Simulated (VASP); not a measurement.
Given:

```yaml
crystal:
  lattice:
    - [0.00000, 3.04427, 3.04427]
    - [3.04427, 0.00000, 3.04427]
    - [3.04427, 3.04427, 0.00000]
  atoms:
    - { symbol: Tb, position: [0.00000, 0.00000, 0.00000] }
    - { symbol: Te, position: [0.50000, 0.50000, 0.50000] }
```

Level of theory: PBEsol GGA, VASP's PBE PAW potentials (set 64) (plane waves; VASP). Numerical set-up: 400 eV cut-off, 9×9×9 Γ-centred mesh, first-order Methfessel-Paxton smearing of 0.10 eV, potentials Tb_3 Te.

The 4f electrons are frozen in the core of the lanthanide potential, so 4f levels, which can set the real gap, and their magnetism are missing. Unless said otherwise, spin-orbit coupling is left out, though it shifts the bands of the heavy elements here.

Q: Predict the energy per atom (σ→0), band gap (on the k-mesh) with the smallest direct gap where there is one.

A: 
The band gap (on the k-mesh) comes out as none (metal, semimetal or under 0.01 eV) and the energy per atom (σ→0) comes out as -5.626 eV/atom.

Only differences to runs with the same potentials and settings are physical.

The structure comes from a computed database's TbTe entry (Fm-3m); how it stands against other phases isn't given here. It was relaxed first. The start is the result of an earlier pass. The electron count is odd and the run is not spin-polarised, which forces a metal.
